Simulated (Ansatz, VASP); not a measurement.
# Pd (Pd(110)): VASP beside Ansatz, part 2 of 2

Aim: how closely do two programs agree when they are given the same cell, functional and k mesh?  Valence electrons are named where the data sets of a main pair hold unlike numbers.

VASP 6.6.1 and Ansatz 0.2.0.

So far: The structure; Ansatz: band structure, r2SCAN.

## (3) VASP: band structure, r2SCAN

Level of this step: r2SCAN; plane waves and PAW (Pd) (VASP).

The same cell, functional, mesh and smearing now go to VASP, with its own data sets.

Lines of VASP's logs that name or quote its potential files are left out, and so is its time.

Contents of INCAR:

```
SYSTEM = Pd
PREC = Normal
ENCUT = 300
EDIFF = 1E-06
NELM = 120
ISMEAR = -1
SIGMA = 0.1
LREAL = .FALSE.
ALGO = Normal
METAGGA = R2SCAN
LASPH = .TRUE.
NBANDS = 54
LORBIT = 11
LWAVE = .FALSE.
LCHARG = .TRUE.
IDIPOL = 3
LDIPOL = .TRUE.
DIPOL = 0.5 0.5 0.5
LVHAR = .TRUE.
LVACPOTAV = .TRUE.
LELF = .TRUE.
NEDOS = 1500
```

Contents of POSCAR:

```
Pd
1.0
    3.8900000000      0.0000000000      0.0000000000
    0.0000000000      2.7506453788      0.0000000000
    0.0000000000      0.0000000000     26.2519361364
Pd
7
Direct
    0.0000000000      0.0000000000      0.3428318564
    0.5000000000      0.5000000000      0.3952212376
    0.0000000000      0.0000000000      0.4476106188
    0.5000000000      0.5000000000      0.5000000000
    0.0000000000      0.0000000000      0.5523893812
    0.5000000000      0.5000000000      0.6047787624
    0.0000000000      0.0000000000      0.6571681436
```

Contents of KPOINTS:

```
Automatic mesh
0
Gamma
11 15 1
0 0 0
```

Contents of KPOINTS_OPT:

```
Line mode
14
Line-mode
Reciprocal
  0.00000000   0.00000000   0.00000000 GAMMA
 -0.50000000   0.00000000   0.00000000 X

 -0.50000000   0.00000000   0.00000000 X
 -0.50000000  -0.50000000   0.00000000 S

 -0.50000000  -0.50000000   0.00000000 S
  0.00000000  -0.50000000   0.00000000 Y

  0.00000000  -0.50000000   0.00000000 Y
  0.00000000   0.00000000   0.00000000 GAMMA

  0.00000000   0.00000000   0.00000000 GAMMA
 -0.50000000  -0.50000000   0.00000000 S
```

PAW data sets: Pd (PBE family, release 64).

Command:

```console
$ mpirun -np 2 vasp_std
```

Numbers of over 12 decimals in the logs are rounded to 6 here.

What it wrote:

```text
[banner, memory and clock lines left out]
running    2 mpi-ranks, on    1 nodes
 distrk:  each k-point on    2 cores,    1 groups
 distr:  one band on    1 cores,    2 groups

 POSCAR found type information on POSCAR Pd
 POSCAR found :  1 types and       7 ions
|                                                                             |
|               ----> ADVICE to this user running VASP <----                  |
|                                                                             |
|     You enforced a specific xc type in the INCAR file but a different       |
|     [... a line on the potential file left out ...]
|     I HOPE YOU KNOW WHAT YOU ARE DOING!                                     |
|                                                                             |

 LDA part: xc-table for (None), standard interpolation
 POSCAR, INCAR and KPOINTS ok, starting setup
 FFT: planning ... GRIDC
 FFT: planning ... GRID_SOFT
 FFT: planning ... GRID
 WAVECAR not read
 entering main loop
       N       E                     dE             d eps       ncg     rms          rms(c)
DAV:   1     0.176712536604E+03    0.17671E+03   -0.24363E+04  5488   0.733E+02
DAV:   2    -0.169437087761E+03   -0.34615E+03   -0.32649E+03  5848   0.211E+02
DAV:   3    -0.180491785775E+03   -0.11055E+02   -0.10765E+02  5938   0.381E+01
DAV:   4    -0.180712628486E+03   -0.22084E+00   -0.22076E+00  7338   0.510E+00
DAV:   5    -0.180715399941E+03   -0.27715E-02   -0.27714E-02  6836   0.526E-01    0.204E+01
DAV:   6    -0.159184617600E+03    0.21531E+02   -0.22486E+01  5592   0.260E+01    0.116E+01
DAV:   7    -0.160809407382E+03   -0.16248E+01   -0.98359E+00  5776   0.233E+01    0.124E+01
DAV:   8    -0.159538767371E+03    0.12706E+01   -0.10982E+01  5582   0.302E+01    0.101E+01
DAV:   9    -0.158573095853E+03    0.96567E+00   -0.15158E+00  5760   0.121E+01    0.376E+00
DAV:  10    -0.158545282601E+03    0.27813E-01   -0.76919E-01  5818   0.588E+00    0.192E+00
DAV:  11    -0.158496888552E+03    0.48394E-01   -0.12903E-01  5422   0.279E+00    0.812E-01
DAV:  12    -0.158498852369E+03   -0.19638E-02   -0.15869E-02  5514   0.852E-01    0.789E-01
DAV:  13    -0.158504385012E+03   -0.55326E-02   -0.17313E-02  5656   0.120E+00    0.854E-01
DAV:  14    -0.158498141923E+03    0.62431E-02   -0.22658E-02  5604   0.125E+00    0.201E-01
[...]
DAV:  39    -0.158501812973E+03   -0.75788E-05   -0.12233E-06  4006   0.787E-03    0.234E-03
DAV:  40    -0.158501795442E+03    0.17532E-04   -0.16999E-06  4216   0.897E-03    0.231E-03
DAV:  41    -0.158501811992E+03   -0.16550E-04   -0.16961E-06  4272   0.941E-03    0.234E-03
DAV:  42    -0.158501806128E+03    0.58637E-05   -0.12391E-06  3944   0.790E-03    0.232E-03
DAV:  43    -0.158501801985E+03    0.41429E-05   -0.55201E-07  3752   0.450E-03    0.233E-03
DAV:  44    -0.158501805453E+03   -0.34680E-05   -0.64079E-07  3656   0.568E-03    0.234E-03
DAV:  45    -0.158501803675E+03    0.17782E-05   -0.87694E-07  3736   0.672E-03    0.234E-03
DAV:  46    -0.158501803727E+03   -0.52423E-07   -0.79097E-07  3648   0.653E-03
|                                                                             |
|           W    W    AA    RRRRR   N    N  II  N    N   GGGG   !!!           |
|           W    W   A  A   R    R  NN   N  II  NN   N  G    G  !!!           |
|           W    W  A    A  R    R  N N  N  II  N N  N  G       !!!           |
|           W WW W  AAAAAA  RRRRR   N  N N  II  N  N N  G  GGG   !            |
|           WW  WW  A    A  R   R   N   NN  II  N   NN  G    G                |
|           W    W  A    A  R    R  N    N  II  N    N   GGGG   !!!           |
|                                                                             |
|     Did not find any points to average over, which means that no vacuum     |
|     field-free region was found. Please increase the size of  your cell     |
|     in the dimension of the dipole correction to obtain accurate            |
|     workfunction values.                                                    |
|                                                                             |

   1 F= -.15850180E+03 E0= -.15827365E+03  d E =-.456303E+00
 Start KPOINTS_OPT (optional k-point list driver)
k-point batch [1-48\70]
       N       E                     dE             ncg
DAV:   1     0.100276284460E+05   -0.63123E+05     5456
DAV:   2    -0.591527041745E+04   -0.15943E+05     5846
DAV:   3    -0.643880404169E+04   -0.52353E+03     5858
DAV:   4    -0.644816498218E+04   -0.93609E+01     7322
DAV:   5    -0.644826849695E+04   -0.10351E+00     6992
DAV:   6    -0.644827151609E+04   -0.30191E-02     7278
DAV:   7    -0.644827155776E+04   -0.41666E-04     6574
DAV:   8    -0.644827155921E+04   -0.14454E-05     3974
DAV:   9    -0.644827155945E+04   -0.24190E-06     3494
k-point batch [49-70\70]
       N       E                     dE             ncg
DAV:   1     0.599207137635E+05   -0.14907E+05     2464
DAV:   2     0.524094246893E+05   -0.75113E+04     2724
DAV:   3     0.521896389335E+05   -0.21979E+03     2706
DAV:   4     0.521858193136E+05   -0.38196E+01     3432
DAV:   5     0.521857811143E+05   -0.38199E-01     3120
DAV:   6     0.521857792832E+05   -0.18311E-02     3478
DAV:   7     0.521857792645E+05   -0.18660E-04     2876
DAV:   8     0.521857792636E+05   -0.95797E-06     1830
```

OUTCAR, selected parts (step 3):

```text
ion  position               nearest neighbor table
   1  0.000  0.000  0.343-   2 2.75   2 2.75   2 2.75   2 2.75   3 2.75
   2  0.500  0.500  0.395-   1 2.75   3 2.75   1 2.75   3 2.75   1 2.75   3 2.75   1 2.75   3 2.75
                             4 2.75
   3  0.000  0.000  0.448-   2 2.75   4 2.75   2 2.75   4 2.75   2 2.75   4 2.75   2 2.75   4 2.75
                             1 2.75   5 2.75
   4  0.500  0.500  0.500-   3 2.75   5 2.75   3 2.75   5 2.75   3 2.75   5 2.75   3 2.75   5 2.75
                             2 2.75   6 2.75
   5  0.000  0.000  0.552-   4 2.75   6 2.75   4 2.75   6 2.75   4 2.75   6 2.75   4 2.75   6 2.75
                             3 2.75   7 2.75
   6  0.500  0.500  0.605-   5 2.75   7 2.75   5 2.75   7 2.75   5 2.75   7 2.75   5 2.75   7 2.75
                             4 2.75
   7  0.000  0.000  0.657-   6 2.75   6 2.75   6 2.75   6 2.75   5 2.75

  LATTYP: Found a simple orthorhombic cell.
 ALAT       =     2.7506453788
 B/A-ratio  =     1.4142135624
 C/A-ratio  =     9.5439187977

 Subroutine GETGRP returns: Found  8 space group operations
 (whereof  8 operations were pure point group operations)

The static configuration has the point symmetry D_2h.

 Found     48 irreducible k-points:

   k-points           NKPTS =     48   k-points in BZ     NKDIM =     48   number of bands    NBANDS=     54

   dimension x,y,z NGX =    16 NGY =   12 NGZ =  112
   dimension x,y,z NGXF=    32 NGYF=   24 NGZF=  224

   ENCUT  =  300.0 eV  22.05 Ry    4.70 a.u.   5.49  3.88 37.07*2*pi/ulx,y,z

   NELECT =      70.0000    total number of electrons

 k-points in reciprocal lattice and weights: Automatic mesh
   0.00000000  0.00000000  0.00000000       0.006
   0.09090909  0.00000000  0.00000000       0.012
   0.18181818  0.00000000  0.00000000       0.012
   0.27272727  0.00000000  0.00000000       0.012
   0.36363636  0.00000000  0.00000000       0.012
   0.45454545  0.00000000  0.00000000       0.012
   0.00000000  0.06666667  0.00000000       0.012
   0.09090909  0.06666667  0.00000000       0.024
   0.18181818  0.06666667  0.00000000       0.024
[...]
0.36363636  0.46666667  0.00000000       0.024
   0.45454545  0.46666667  0.00000000       0.024

 dipolmoment           0.000000      0.000000     -0.000000 electrons x Angstroem

 average (electrostatic) potential at core
       1 -83.9837       2 -84.5465       3 -84.6952       4 -84.5960       5 -84.6952
       6 -84.5465       7 -83.9837

 E-fermi :   0.4725

 k-point     1 :       0.0000    0.0000    0.0000
  band No.  band energies     occupation
    ...
     33       0.0625      1.96738
     34       0.1034      1.95133
     35       0.2981      1.70243
     36       0.3587      1.51463
     37       0.5310      0.71530
     38       0.7258      0.14708
     39       1.2102      0.00125
     40       2.9262      0.00000
     41       4.7670      0.00000
     42       5.0530      0.00000
    ...

 k-point     2 :       0.0909    0.0000    0.0000
  band No.  band energies     occupation
    ...
     33       0.1080      1.94910
     34       0.1940      1.88369
     35       0.2648      1.77734
     36       0.2775      1.75093
     37       0.5551      0.60905
     38       0.6719      0.23963
     39       1.2284      0.00104
     40       2.9530      0.00000
     41       4.5172      0.00000
     42       4.8052      0.00000
    ...

 k-point     3 :       0.1818    0.0000    0.0000
  band No.  band energies     occupation
    ...
     34       0.1065      1.94982
     35       0.2289      1.83902
     36       0.3521      1.53845
     37       0.5394      0.67741
     38       0.5751      0.52767
     39       1.2894      0.00057
     40       3.0354      0.00000
     41       3.3298      0.00000
     42       4.8321      0.00000
     43       5.1632      0.00000
    ...

  Total       -1.5372562     -1.9329470      0.3966522      0.0000000      0.0000000      0.0000000
  in kB       -8.7682172    -11.0251623      2.2624288      0.0000000      0.0000000      0.0000000
  external PRESSURE =      -5.8436502 kB  Pullay stress =       0.0000000 kB

  energy-cutoff  :      300.00
  volume of cell :      280.90
      direct lattice vectors                 reciprocal lattice vectors
     3.890000000  0.000000000  0.000000000     0.257069409  0.000000000  0.000000000
     0.000000000  2.750645379  0.000000000     0.000000000  0.363551044  0.000000000
     0.000000000  0.000000000 26.251936136     0.000000000  0.000000000  0.038092428

 POSITION                                       TOTAL-FORCE (eV/Angst)
 -----------------------------------------------------------------------------------
      0.00000      0.00000      9.00000        -0.000000      0.000000      0.316068
      1.94500      1.37532     10.37532         0.000000     -0.000000     -0.519398
      0.00000      0.00000     11.75065        -0.000000     -0.000000     -0.083008
      1.94500      1.37532     13.12597         0.000000     -0.000000      0.000000
      0.00000      0.00000     14.50129         0.000000     -0.000000      0.083008
      1.94500      1.37532     15.87661         0.000000      0.000000      0.519398
      0.00000      0.00000     17.25194        -0.000000     -0.000000     -0.316068
 -----------------------------------------------------------------------------------
    total drift:                               -0.000000      0.000000      0.000000

  FREE ENERGIE OF THE ION-ELECTRON SYSTEM (eV)
  ---------------------------------------------------
  free  energy   TOTEN  =      -158.5018037271 eV

  energy  without entropy=     -158.0455006815  energy(sigma->0) =     -158.27365220

 vacuum level on the upper side and lower side of the slab         5.279         5.279

 total charge
# of ion       s       p       d       tot
------------------------------------------
    1        0.446   0.256   8.553   9.255
    2        0.508   0.432   8.469   9.410
    3        0.516   0.466   8.476   9.458
    4        0.516   0.459   8.499   9.474
    5        0.516   0.466   8.476   9.458
    6        0.508   0.432   8.469   9.410
    7        0.446   0.256   8.553   9.255
--------------------------------------------------
tot          3.457   2.768  59.495  65.720

[... 3 further parts left out ...]
```

The PAW data sets were made with PBE, which is usual practice but a small mismatch for other functionals.

## (4) Comparison

Known differences besides the potentials themselves: VASP keeps PBE cores, Ansatz makes them for the functional; the data sets hold 126 valence electrons in Ansatz (on its default PAW (the set named soft_2) files) and 70 in VASP; the cutoff is 500 eV in Ansatz and 300 eV in VASP (PREC = Normal). Total energies have different zeros and are not compared.

Both answers:

```tsv
quantity	Ansatz	VASP	difference
work function, lower of the two faces (eV)	4.83	4.81	+0.02
work function, higher of the two faces (eV)	4.83	4.81	+0.02
```

Forces (eV/Å; atoms numbered as in POSCAR):

```tsv
atom	Ansatz x, y, z	VASP x, y, z
Pd1	0.000, 0.000, 0.343	0.000, 0.000, 0.316
Pd2	0.000, 0.000, -0.488	0.000, 0.000, -0.519
Pd3	0.000, 0.000, -0.084	0.000, 0.000, -0.083
Pd4	0.000, 0.000, 0.000	0.000, 0.000, 0.000
Pd5	0.000, 0.000, 0.083	0.000, 0.000, 0.083
Pd6	0.000, 0.000, 0.488	0.000, 0.000, 0.519
Pd7	0.000, 0.000, -0.343	0.000, 0.000, -0.316
```

The forces differ by 13 meV/Å r.m.s., which is 6.7 % of the r.m.s. force of 0.189 eV/Å (both taken over all components). Levels from 3 eV below to 2 eV above the Fermi level differ by 12 meV r.m.s. and 66 meV at most; each VASP level is matched to the nearest of Ansatz, which flatters the figure a little. VASP's log warns that it found no field-free region in the vacuum, so its work functions are uncertain. With vacuum in the cell, a pressure given here is an average over mostly empty space and none of the material.

## (5) Further runs

Further runs change the set-up of one program: Ansatz's method, potentials or start, or VASP's data sets, cutoff or form of LDA. The table gives Ansatz less VASP for each quantity, since a change that brings one quantity closer may part another.

```tsv
run	r.m.s. force difference (meV/Å)	work function, lower of the two faces (eV)	work function, higher of the two faces (eV)
as above	13	0.024	0.024
cores kept as stored	13	0.024	0.024
Ansatz's larger PAW set (cutoff 720 eV)	11	0.022	0.022
norm-conserving potentials (cutoff 1116 eV)	11	0.023	0.023
```

## (6) Results

| Property | Result |
| --- | --- |
| r.m.s. force difference (band structure, r2SCAN) | 13 meV/Å |

The r.m.s. force difference is 13 meV/Å (band structure, r2SCAN), beyond the 12 meV/Å picked in this series as the mark of a large difference. The data sets hold unlike numbers of valence electrons (126 in Ansatz and 70 in VASP), so part of the differences comes from the potentials. For band structure, r2SCAN, no further run moves any of the tabulated differences by more than a quarter of its size. How closely two codes agree says nothing of how well the functional describes the real material.

[Lines on the potential files, build, host, timing and source positions are cut from VASP's logs without a mark.]

[Logs are printed without paths, hosts, clocks, repeated set-up lines and the standing remarks that a program may print on its own settings, such as how far it seeks lower states.]

[Hosts, paths, dates, database ids (printed as entryN), source tags and the programs' standing remarks are cut or masked in the printed files.]
